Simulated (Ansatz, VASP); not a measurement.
# V (linear V chain) in two plane-wave programs, part 2 of 2

One calculation is typed for both programs; each brings its own data sets. How far apart do they land? The structure shown is the end of the Ansatz relaxation below. Other levels of theory on this material are compared in a session of their own.

VASP 6.6.1 and Ansatz 0.2.0.

So far: The starting structure; Ansatz: relaxation, r2SCAN.

**3. VASP: single point, r2SCAN**

Level of this step: r2SCAN, spin-polarised from a ferromagnetic start (one magnetic atom a cell); plane waves and PAW (V_sv) (VASP).

The same cell, functional, mesh and smearing now go to VASP, with its own data sets.

Lines of VASP's logs that name or quote its potential files are left out, and so is its time.

The input, INCAR:

```
SYSTEM = V
PREC = Accurate
ENCUT = 550
EDIFF = 1E-06
NELM = 200
ISMEAR = -1
SIGMA = 0.05
LREAL = .FALSE.
ALGO = Normal
METAGGA = R2SCAN
LASPH = .TRUE.
NBANDS = 15
ISPIN = 2
MAGMOM = 3.03
LMAXMIX = 4
LORBIT = 11
LWAVE = .FALSE.
LCHARG = .FALSE.
ISIF = 2
GGA_COMPAT = .FALSE.
LMIXTAU = .TRUE.
KPAR = 2
```

The input, POSCAR:

```
V
1.0
    7.5000000000      0.0000000000      0.0000000000
    0.0000000000      7.5000000000      0.0000000000
    0.0000000000      0.0000000000      2.6272192780
V
1
Direct
    0.5000000000      0.5000000000      0.0000000000
```

The input, KPOINTS:

```
Automatic mesh
0
Gamma
1 1 29
0 0 0
```

The projector-augmented-wave data sets are V_sv (PBE family, release 64).

Launch:

```
$ mpirun -np 2 vasp_std
```

Numbers of over 12 decimals in the logs are rounded to 6 here.

The program printed:

```text
[banner, memory and clock lines left out]
running    2 mpi-ranks, on    1 nodes
 distrk:  each k-point on    1 cores,    2 groups
 distr:  one band on    1 cores,    1 groups

 POSCAR found type information on POSCAR V
 POSCAR found :  1 types and       1 ions
|                                                                             |
|               ----> ADVICE to this user running VASP <----                  |
|                                                                             |
|     You enforced a specific xc type in the INCAR file but a different       |
|     [... a line on the potential file left out ...]
|     I HOPE YOU KNOW WHAT YOU ARE DOING!                                     |
|                                                                             |

 LDA part: xc-table for (None), standard interpolation
 POSCAR, INCAR and KPOINTS ok, starting setup
 FFT: planning ... GRIDC
 FFT: planning ... GRID_SOFT
 FFT: planning ... GRID
 WAVECAR not read
 entering main loop
       N       E                     dE             d eps       ncg     rms          rms(c)
DAV:   1     0.672595626747E+02    0.67260E+02   -0.76063E+03  1156   0.651E+02
DAV:   2    -0.113675617694E+02   -0.78627E+02   -0.73741E+02   984   0.194E+02
DAV:   3    -0.129966102166E+02   -0.16290E+01   -0.15416E+01  1090   0.323E+01
DAV:   4    -0.130108462013E+02   -0.14236E-01   -0.14214E-01  1047   0.323E+00
DAV:   5    -0.130110378463E+02   -0.19165E-03   -0.19164E-03  1082   0.386E-01    0.578E+00
DAV:   6    -0.117734262282E+02    0.12376E+01   -0.34951E+00   935   0.196E+01    0.534E+00
DAV:   7    -0.110379677726E+02    0.73546E+00   -0.36141E-01   928   0.565E+00    0.163E+00
DAV:   8    -0.106506316941E+02    0.38734E+00   -0.15482E-01   907   0.430E+00    0.733E-01
DAV:   9    -0.103677552956E+02    0.28288E+00   -0.14040E-01   900   0.299E+00    0.573E-01
DAV:  10    -0.103733603254E+02   -0.56050E-02   -0.42961E-02   928   0.123E+00    0.472E-01
DAV:  11    -0.103710539785E+02    0.23063E-02   -0.14816E-03   942   0.338E-01    0.510E-01
DAV:  12    -0.103696870194E+02    0.13670E-02   -0.77349E-04   914   0.255E-01    0.437E-01
DAV:  13    -0.103062206789E+02    0.63466E-01   -0.28162E-02   935   0.792E-01    0.288E-01
DAV:  14    -0.103136284640E+02   -0.74078E-02   -0.68299E-03   921   0.548E-01    0.145E-01
[...]
DAV:  32    -0.104008112551E+02    0.75732E-03   -0.20453E-04   900   0.583E-02    0.478E-02
DAV:  33    -0.104011045712E+02   -0.29332E-03   -0.21189E-04   900   0.642E-02    0.469E-02
DAV:  34    -0.104008105247E+02    0.29405E-03   -0.11928E-04   900   0.350E-02    0.455E-02
DAV:  35    -0.104007980712E+02    0.12453E-04   -0.96282E-05   900   0.392E-02    0.454E-02
DAV:  36    -0.104008334070E+02   -0.35336E-04   -0.43267E-05   900   0.259E-02    0.458E-02
DAV:  37    -0.104008125328E+02    0.20874E-04   -0.25838E-05   882   0.216E-02    0.472E-02
DAV:  38    -0.104008531255E+02   -0.40593E-04   -0.15827E-05   889   0.182E-02    0.475E-02
DAV:  39    -0.104008529490E+02    0.17650E-06   -0.16131E-06   852   0.709E-03
   1 F= -.10400853E+02 E0= -.10385224E+02  d E =-.312573E-01  mag=     4.2308
```

OUTCAR, selected parts (step 3):

```text
ion  position               nearest neighbor table
   1  0.500  0.500  0.000-

  LATTYP: Found a simple tetragonal cell.
 ALAT       =     7.5000000000
 C/A-ratio  =     0.3502959037

 Subroutine GETGRP returns: Found 16 space group operations
 (whereof 16 operations were pure point group operations)

The static configuration has the point symmetry D_4h.

 Found     15 irreducible k-points:

   k-points           NKPTS =     15   k-points in BZ     NKDIM =     15   number of bands    NBANDS=     15

   dimension x,y,z NGX =    60 NGY =   60 NGZ =   20
   dimension x,y,z NGXF=   120 NGYF=  120 NGZF=   40

   ENCUT  =  550.0 eV  40.42 Ry    6.36 a.u.  14.34 14.34  5.02*2*pi/ulx,y,z

   NELECT =      13.0000    total number of electrons

 k-points in reciprocal lattice and weights: Automatic mesh
   0.00000000  0.00000000  0.00000000       0.034
   0.00000000  0.00000000  0.03448276       0.069
   0.00000000  0.00000000  0.06896552       0.069
   0.00000000  0.00000000  0.10344828       0.069
   0.00000000  0.00000000  0.13793103       0.069
   0.00000000  0.00000000  0.17241379       0.069
   0.00000000  0.00000000  0.20689655       0.069
   0.00000000  0.00000000  0.24137931       0.069
   0.00000000  0.00000000  0.27586207       0.069
[...]
0.00000000  0.00000000  0.44827586       0.069
   0.00000000  0.00000000  0.48275862       0.069

 average (electrostatic) potential at core
       1 -86.5023

 E-fermi :  -2.3830

 spin component 1
 k-point     1 :       0.0000    0.0000    0.0000
  band No.  band energies     occupation
    ...
      4     -42.4659      1.00000
      5      -6.3667      1.00000
      6      -3.9174      1.00000
      7      -3.0764      1.00000
      8      -3.0516      1.00000
      9      -1.3511      0.00000
     10      -1.3511      0.00000
     11      -1.2301      0.00000
     12      -1.2301      0.00000
     13       1.1176      0.00000
    ...

 k-point     2 :       0.0000    0.0000    0.0345
  band No.  band energies     occupation
    ...
      4     -42.4732      1.00000
      5      -6.3242      1.00000
      6      -3.8986      1.00000
      7      -3.0681      1.00000
      8      -3.0436      1.00000
      9      -1.5804      0.00000
     10      -1.5804      0.00000
     11      -0.9968      0.00000
     12      -0.9968      0.00000
     13       1.1417      0.00000
    ...

 k-point     3 :       0.0000    0.0000    0.0690
  band No.  band energies     occupation
    ...
      4     -42.4945      1.00000
      5      -6.1975      1.00000
      6      -3.8426      1.00000
      7      -3.0434      1.00000
      8      -3.0199      1.00000
      9      -1.8587      0.00003
     10      -1.8587      0.00003
     11      -0.7045      0.00000
     12      -0.7045      0.00000
     13       1.2140      0.00000
    ...

 k-point     4 :       0.0000    0.0000    0.1034
  band No.  band energies     occupation
    ...
      4     -42.5288      1.00000
      5      -5.9887      1.00000
      6      -3.7508      1.00000
      7      -3.0034      1.00000
      8      -2.9815      0.99999
      9      -2.1373      0.00728
     10      -2.1373      0.00728
     11      -0.3974      0.00000
     12      -0.3974      0.00000
     13       1.3346      0.00000
    ...

 k-point     5 :       0.0000    0.0000    0.1379
  band No.  band energies     occupation
    ...
      6      -3.6254      1.00000
      7      -2.9498      0.99999
      8      -2.9299      0.99998
      9      -2.4131      0.64611
     10      -2.4131      0.64611
     11      -0.0715      0.00000
     12      -0.0715      0.00000
     13       1.5036      0.00000
     14       2.4884      0.00000
     15       4.4981      0.00000

 k-point     6 :       0.0000    0.0000    0.1724
  band No.  band energies     occupation
    ...
      6      -3.4699      1.00000
      7      -2.8849      0.99996
      8      -2.8674      0.99994
      9      -2.6829      0.99752
     10      -2.6829      0.99752
     11       0.2782      0.00000
     12       0.2782      0.00000
     13       1.7210      0.00000
     14       2.7043      0.00000
     15       4.7539      0.00000

  Total       -0.2821697     -0.2821697     -0.2272675      0.0000000      0.0000000      0.0000000
  in kB       -3.0591596     -3.0591596     -2.4639345      0.0000000      0.0000000      0.0000000
  external PRESSURE =      -2.8607512 kB  Pullay stress =       0.0000000 kB

  energy-cutoff  :      550.00
  volume of cell :      147.78
      direct lattice vectors                 reciprocal lattice vectors
     7.500000000  0.000000000  0.000000000     0.133333333  0.000000000  0.000000000
     0.000000000  7.500000000  0.000000000     0.000000000  0.133333333  0.000000000
     0.000000000  0.000000000  2.627219278     0.000000000  0.000000000  0.380630581

 POSITION                                       TOTAL-FORCE (eV/Angst)
 -----------------------------------------------------------------------------------
      3.75000      3.75000      0.00000         0.000000      0.000000      0.000000
 -----------------------------------------------------------------------------------
    total drift:                               -0.000000      0.000000     -0.000000

  FREE ENERGIE OF THE ION-ELECTRON SYSTEM (eV)
  ---------------------------------------------------
  free  energy   TOTEN  =       -10.4008529490 eV

  energy  without entropy=      -10.3695956192  energy(sigma->0) =      -10.38522428

 total charge
# of ion       s       p       d       tot
------------------------------------------
    1        2.264   6.016   3.143  11.423

 magnetization (x)
# of ion       s       p       d       tot
------------------------------------------
    1        0.111   0.050   3.068   3.229

[... 6 further parts left out ...]
```

SCAN-type functionals tend to overstate the moments of itinerant magnets.

**4. Comparison**

Known differences besides the potentials themselves: VASP starts from the moments at which Ansatz ended; VASP keeps PBE cores, Ansatz makes them for the functional; the cutoff is 500 eV in Ansatz and 550 eV in VASP; Ansatz's pressure holds a Pulay correction, VASP's none; site moments are counted in spheres of each program's own size. Total energies have different zeros and are not compared.

The two programs side by side:

```csv
quantity,Ansatz,VASP,difference
pressure (GPa),-0.17,-0.29,+0.12
total moment (μB),4.13,4.23,-0.10
moment on V1 (μB),3.03,3.23,-0.20
```

VASP's last cycles still show a density residual of 5e-03, so its state may not be settled.

**5. Summary of results**

```
difference in total moment (single point, r2SCAN) : -0.10 μB
```

**Reading.** The difference in total moment is -0.10 μB (single point, r2SCAN). 3 further runs of this series are not shown here. Such differences can come from data sets, numerical settings and the points named under the comparisons, not from the functional's error against experiment.

[Lines on the potential files, build, host, timing and source positions are cut from VASP's logs without a mark.]

[Logs are printed without paths, hosts, clocks, repeated set-up lines and the standing remarks that a program may print on its own settings, such as how far it seeks lower states.]

[Hosts, paths, dates, database ids (printed as entryN), source tags and the programs' standing remarks are cut or masked in the printed files.]
